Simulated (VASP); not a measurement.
Crystal: Mg2CdS3.

```xyz
12
Lattice="6.1153 -3.6133 0.1773 6.0286 3.4631 0.0441 0.1194 -0.1244 6.6499" Properties=species:S:1:pos:R:3 pbc="T T T"
Mg    4.0919   -1.1715    0.1478
Mg    8.1220    0.9643    3.4166
Mg    4.1282    1.1020    3.3691
Mg    8.2401   -1.3255    6.7721
Cd    6.1848    2.1923    6.6477
Cd    6.1079   -2.5062    3.5436
S     6.1532    2.0839    2.6249
S     4.0585   -1.2249    2.5135
S     8.2558    0.9691    5.9401
S     6.2270   -2.4888    6.0463
S     4.1146    0.9862    5.8173
S     8.1173   -1.2295    2.6906
```

The cell was built by a generator and needn't be a form met in nature.

```yaml
Program: VASP 6.6.1
Task: relaxation of cell and atoms
Functional: PBE
Potentials_or_basis: VASP PAW PBE potentials, release 64 (Mg, Cd, S)
Cutoff: 520 eV
k_mesh: 3 × 3 × 3
Occupations: gaussian, width 0.05 eV
Spin: no spin polarisation
```

At the start: pressure 0.9 GPa; volume 23.79 Å³/atom.

Question: How do energy, volume and symmetry change on relaxing?

Answer: Over 16 steps the energy falls by 27.4 meV/atom and the volume is 24.03 Å³/atom (+1.0 %); space group Cmc2_1 (No. 36, to 0.05 Å).

The path:
| step | energy change (eV) | largest force (eV/Å) | pressure (GPa) | volume (Å³) |
| --- | --- | --- | --- | --- |
| 1 | 0.0000 | 1.3799 | 0.88 | 285.49 |
| 2 | -0.2275 | 0.5064 | -0.46 | 290.91 |
| 3 | -0.2579 | 0.3571 | -1.02 | 293.84 |
| 4 | -0.3001 | 0.2197 | 0.10 | 287.68 |
| 5 | -0.3006 | 0.2219 | 0.27 | 286.86 |
| 6 | -0.3133 | 0.1684 | 0.15 | 287.50 |
| 7 | -0.3194 | 0.1172 | 0.01 | 288.23 |
| 8 | -0.3195 | 0.1171 | -0.01 | 288.35 |
| 9 | -0.3245 | 0.0641 | -0.04 | 288.48 |
| 10 | -0.3250 | 0.0641 | -0.06 | 288.55 |
| 11 | -0.3250 | 0.0626 | -0.06 | 288.54 |
| 12 | -0.3267 | 0.0471 | 0.04 | 288.03 |
| 13 | -0.3270 | 0.0501 | 0.10 | 287.73 |
| 14 | -0.3280 | 0.0370 | -0.04 | 288.48 |
| 15 | -0.3281 | 0.0351 | -0.06 | 288.67 |
| 16 | -0.3286 | 0.0215 | -0.01 | 288.33 |

Final structure:
```xyz
12
Lattice="6.1443 -3.5396 -0.0059 6.1499 3.5477 -0.0008 -0.0043 0.0047 6.6181" Properties=species:S:1:pos:R:3 pbc="T T T"
Mg    4.0882   -1.1442    6.6049
Mg    8.2133    1.1868    3.2953
Mg    4.0775    1.1821    3.2965
Mg    8.2219   -1.1425    6.6035
Cd    6.1626    2.3669    6.5980
Cd    6.1406   -2.3313    3.2915
S     6.1451    2.2989    2.5561
S     4.0263   -1.1325    2.4548
S     8.2779    1.1738    5.7622
S     6.1547   -2.2577    5.8665
S     4.0413    1.1718    5.7666
S     8.2560   -1.1290    2.4541
```
